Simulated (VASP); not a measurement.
Method: PBE GGA, VASP's PBE PAW potentials (set 64) (plane waves; VASP).

Input for VASP

INCAR:
```
ALGO = Normal
EDIFF = 1E-6
ENCUT = 300
GGA = PE
ISIF = 2
ISMEAR = 0
LASPH = .TRUE.
LCHARG = .FALSE.
LMAXMIX = 4
LREAL = .FALSE.
LWAVE = .FALSE.
NELM = 100
PREC = Accurate
SIGMA = 0.2
SYSTEM = TcSb
```

File POSCAR:
```
TcSb
1
    3.6824540000     0.0000000000     0.0000000000
   -1.8412270000     3.1890980000     0.0000000000
    0.0000000000     0.0000000000     3.5938920000
Tc Sb
1 1
Direct
  0.0000000000   0.0000000000   0.0000000000
  0.6666670000   0.3333330000   0.5000000000
```

### KPOINTS
```
Automatic mesh
0
gamma
8 8 7
```

POTCAR, in this order: Tc_pv Sb (PBE.64 set). Program: vasp_std.

The resulting files:

### OSZICAR
```
       N       E                     dE             d eps       ncg     rms          rms(c)
DAV:   1     0.659459212386E+02    0.65946E+02   -0.77585E+03  1392   0.771E+02
DAV:   2    -0.123148651174E+02   -0.78261E+02   -0.75810E+02  1195   0.215E+02
DAV:   3    -0.141058477823E+02   -0.17910E+01   -0.17618E+01  1275   0.364E+01
DAV:   4    -0.141247760707E+02   -0.18928E-01   -0.18919E-01  1160   0.417E+00
DAV:   5    -0.141250999765E+02   -0.32391E-03   -0.32390E-03  1255   0.543E-01    0.110E+01
DAV:   6    -0.138723313916E+02    0.25277E+00   -0.19639E+00  1095   0.135E+01    0.328E+00
DAV:   7    -0.137810757931E+02    0.91256E-01   -0.40271E-01  1065   0.574E+00    0.326E+00
DAV:   8    -0.137625894152E+02    0.18486E-01   -0.62228E-02  1250   0.241E+00    0.216E-01
DAV:   9    -0.137624973929E+02    0.92022E-04   -0.10047E-03  1165   0.257E-01    0.123E-01
DAV:  10    -0.137624906529E+02    0.67400E-05   -0.16525E-04  1215   0.136E-01    0.345E-02
DAV:  11    -0.137624946202E+02   -0.39673E-05   -0.10394E-05  1240   0.295E-02    0.518E-03
DAV:  12    -0.137624934705E+02    0.11497E-05   -0.84877E-07   770   0.826E-03    0.255E-03
DAV:  13    -0.137624930513E+02    0.41922E-06   -0.92132E-08   550   0.280E-03
   1 F= -.13762493E+02 E0= -.13733504E+02  d E =-.579784E-01
```

**OUTCAR**
```
------------------------ aborting loop because EDIFF is reached ----------------------------------------
  FORCE on cell =-STRESS in cart. coord.  units (eV):
  Direction    XX          YY          ZZ          XY          YZ          ZX
  --------------------------------------------------------------------------------------
  Total       -2.3986572     -2.3986561     -3.7736212      0.0000000      0.0000000      0.0000000
  in kB      -91.0559953    -91.0559546   -143.2513321      0.0000000      0.0000000      0.0000000
  external PRESSURE =    -108.4544273 kB  Pullay stress =       0.0000000 kB
  volume of cell :       42.21
      direct lattice vectors                 reciprocal lattice vectors
     3.682454000  0.000000000  0.000000000     0.271558043  0.156784144  0.000000000
    -1.841227000  3.189098000  0.000000000     0.000000000  0.313568288  0.000000000
     0.000000000  0.000000000  3.593892000     0.000000000  0.000000000  0.278249875
 POSITION                                       TOTAL-FORCE (eV/Angst)
 -----------------------------------------------------------------------------------
      0.00000      0.00000      0.00000        -0.000000      0.000000      0.000000
      1.84123      1.06303      1.79695         0.000000     -0.000000      0.000000
 -----------------------------------------------------------------------------------
    total drift:                               -0.000146      0.000096      0.000000
  FREE ENERGIE OF THE ION-ELECTRON SYSTEM (eV)
  ---------------------------------------------------
  free  energy   TOTEN  =       -13.7624930513 eV

  energy  without entropy=      -13.7045146752  energy(sigma->0) =      -13.73350386
```
(Selected blocks of OUTCAR.)

**OUTCAR**
```
 val. band max:        9.6893450520   @ k =   0.3750   0.2500   0.2857

 cond. band min:       9.6935371927   @ k =   0.3750   0.2500   0.4286


 Fermi energy:         9.6898184603

 k-point     1 :       0.0000    0.0000    0.0000
  band No.  band energies     occupation
      1     -29.2637      2.00000
      2     -29.0171      2.00000
      3     -29.0171      2.00000
      4      -2.3716      2.00000
      5       6.7801      2.00000
      6       7.1947      2.00000
      7       7.1947      2.00000
      8       8.9278      2.00000
      9       8.9278      2.00000
     10       9.7235      0.81167
     11      13.4095      0.00000
     12      13.4095      0.00000
     13      14.6813      0.00000

 k-point     2 :       0.1250    0.0000    0.0000
  band No.  band energies     occupation
      1     -29.2623      2.00000
      2     -29.0236      2.00000
      3     -29.0185      2.00000
      4      -2.1573      2.00000
      5       6.5522      2.00000
      6       7.1075      2.00000
      7       7.3439      2.00000
      8       8.2031      2.00000
      9       8.9058      2.00000
     10      10.7136      0.00000
     11      12.0839      0.00000
     12      12.7717      0.00000
     13      15.4189      0.00000

 k-point     3 :       0.2500    0.0000    0.0000
  band No.  band energies     occupation
      1     -29.2595      2.00000
      2     -29.0404      2.00000
      3     -29.0226      2.00000
      4      -1.5543      2.00000
      5       5.5702      2.00000
      6       7.2029      2.00000
      7       7.4824      2.00000
      8       7.7613      2.00000
      9       8.8527      2.00000
     10      10.6695      0.00000
     11      11.6342      0.00000
     12      12.1517      0.00000
     13      15.2953      0.00000

 k-point     4 :       0.3750    0.0000    0.0000
  band No.  band energies     occupation
      1     -29.2569      2.00000
      2     -29.0575      2.00000
      3     -29.0270      2.00000
...
```

At this cut-off the stress carries a Pulay error, which pulls relaxed volumes low. Unless said otherwise, spin-orbit coupling is left out, though it shifts the bands of the heavy elements here.

The structure was generated: TcSb was put into an ordered model structure, which need not be its known phase. The cell was not relaxed at this level, and its volume differs by -5.9 % from the start's.
